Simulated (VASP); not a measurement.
A convergence study with VASP on Pt (fcc): a few settings are varied, all else stays as given below, so the limit is that of these other settings. The cell's lengths are 1 % over those of the tabulated start, so it is off equilibrium.

```
Pt
1.0
    0.00000     1.97960     1.97960
    1.97960     0.00000     1.97960
    1.97960     1.97960     0.00000
Pt
1
Cartesian
  0.00000   0.00000   0.00000
```

Calculation: PBE GGA, VASP's PBE PAW potentials (set 64) (plane waves; VASP). The last row used: 900 eV cut-off, 14×14×14 Γ-centred mesh, first-order Methfessel-Paxton smearing of 0.10 eV, potentials Pt_pv.

Energies of different potentials or hybrids have different zeros.

```tsv
setting	E (eV/atom)	pressure (GPa)	plane waves
ENCUT = 300, POTCAR Pt	-6.1088	0.66	193
ENCUT = 400, POTCAR Pt	-6.1045	1.35	295
ENCUT = 520, POTCAR Pt	-6.1049	1.33	444
ENCUT = 700, POTCAR Pt	-6.1051	1.44	664
ENCUT = 900, POTCAR Pt	-6.1047	1.42	967
ENCUT = 300, POTCAR Pt_pv	-6.0884	-2.01	193
ENCUT = 400, POTCAR Pt_pv	-6.0905	-0.61	295
ENCUT = 520, POTCAR Pt_pv	-6.0883	1.85	444
ENCUT = 700, POTCAR Pt_pv	-6.0878	1.85	664
ENCUT = 900, POTCAR Pt_pv	-6.0879	2.13	967
```

Left out are rungs that failed or repeat a setting and relaxations that didn't move; long series are thinned to 24 rows.

The compound is Pt in the fcc structure. The cell was not relaxed at this level.
